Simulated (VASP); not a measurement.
VASP input:

### KPOINTS
```
K-points
0
G
16 16 16
0 0 0
```

### INCAR
```
SYSTEM = Ir
PREC = Accurate; ENCUT = 520; LREAL = .FALSE.
LASPH = .TRUE.
EDIFF = 1E-7; NELM = 100; ALGO = Normal
LMAXMIX = 6
ISMEAR = 1; SIGMA = 0.1
ISIF = 2
LWAVE = .FALSE.; LCHARG = .FALSE.
```

File POSCAR:
```
Ir
1.9093340
  0.0000000000   0.9999997427   0.9999997427
  0.9999997427   0.0000000000   0.9999997427
  0.9999997427   0.9999997427   0.0000000000
Ir
1
Cartesian
  0.0000000000   0.9999997427   0.9999997427
```

POTCAR, in this order: Ir (LDA.64 set). Program: vasp_std.

Problem. Translate this LDA calculation to Quantum ESPRESSO's pw.x.

Solution. One equivalent input (not run):
```
&CONTROL
  calculation = 'scf'
  pseudo_dir = './pseudo'
  outdir = './out'
  tprnfor = .true.
  tstress = .true.
/
&SYSTEM
  ibrav = 0
  nat = 1
  ntyp = 1
  ecutwfc = 68
  occupations = 'smearing'
  smearing = 'methfessel-paxton'
  degauss = 0.00735
  input_dft = 'pz'
/
&ELECTRONS
  conv_thr = 7.3e-09
  electron_maxstep = 100
/
ATOMIC_SPECIES
  Ir 192.217 Ir.upf
CELL_PARAMETERS angstrom
     0.0000000    1.9093335    1.9093335
     1.9093335    0.0000000    1.9093335
     1.9093335    1.9093335    0.0000000
ATOMIC_POSITIONS crystal
  Ir   1.0000000  0.0000000  0.0000000
K_POINTS automatic
  16 16 16 0 0 0
```
What does not carry over: the potentials are each code's own (VASP's PAW set, PseudoDojo norm-conserving files in pw.x), so ENCUT and ecutwfc are chosen apart and not converted; conv_thr bounds pw.x's estimated SCF error, while EDIFF bounds the energy change between steps.

The compound is Ir in the fcc structure. It was relaxed first.
